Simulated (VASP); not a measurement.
VASP ran on this input.

File KPOINTS:
```
K-points
0
gamma
 14 14 14
```

File POSCAR:
```
NbN
1.0
  0.0000000000   2.2124248634   2.2124248634
  2.2124248634   0.0000000000   2.2124248634
  2.2124248634   2.2124248634   0.0000000000
Nb N
1 1
Cartesian
  0.0000000000   0.0000000000   0.0000000000
  2.2124248634   2.2124248634   2.2124248634
```

### INCAR
```
SYSTEM  =  NbN
PREC  =  Accurate; ENCUT  =  520; LREAL  =  F
LASPH  =  T
EDIFF  =  1E-7; NELM  =  100; ALGO  =  Normal
LMAXMIX  =  4
ISMEAR  =  1; SIGMA  =  0.1
GGA  =  PE; IVDW  =  12
ISIF  =  2
LWAVE  =  F; LCHARG  =  F
```

POTCAR, in this order: Nb_sv N (PBE.64 set). Program: vasp_std.

**Question.** Write an equivalent input for Quantum ESPRESSO's pw.x.

**Answer.** One equivalent input (not run):
```
&CONTROL
  calculation = 'scf'
  pseudo_dir = './pseudo'
  outdir = './out'
  tprnfor = .true.
  tstress = .true.
/
&SYSTEM
  ibrav = 0
  nat = 2
  ntyp = 2
  ecutwfc = 84
  occupations = 'smearing'
  smearing = 'methfessel-paxton'
  degauss = 0.00735
  input_dft = 'pbe'
  vdw_corr = 'grimme-d3'
  dftd3_version = 4
  dftd3_threebody = .false.
/
&ELECTRONS
  conv_thr = 7.3e-09
  electron_maxstep = 100
/
ATOMIC_SPECIES
  Nb 92.906 Nb.upf
  N 14.007 N.upf
CELL_PARAMETERS angstrom
     0.0000000    2.2124249    2.2124249
     2.2124249    0.0000000    2.2124249
     2.2124249    2.2124249    0.0000000
ATOMIC_POSITIONS crystal
  Nb   0.0000000  0.0000000  0.0000000
  N    0.5000000  0.5000000  0.5000000
K_POINTS automatic
  14 14 14 0 0 0
```
The two are equivalent in intent, not identical: the potentials are each code's own (VASP's PAW set, PseudoDojo norm-conserving files in pw.x), so ENCUT and ecutwfc are chosen apart and not converted; conv_thr bounds pw.x's estimated SCF error, while EDIFF bounds the energy change between steps.

The compound is NbN in the rock salt structure, the cubic δ form, which competes with hexagonal ones. This cell is one point of a volume scan, at 1.03 of the reference volume.
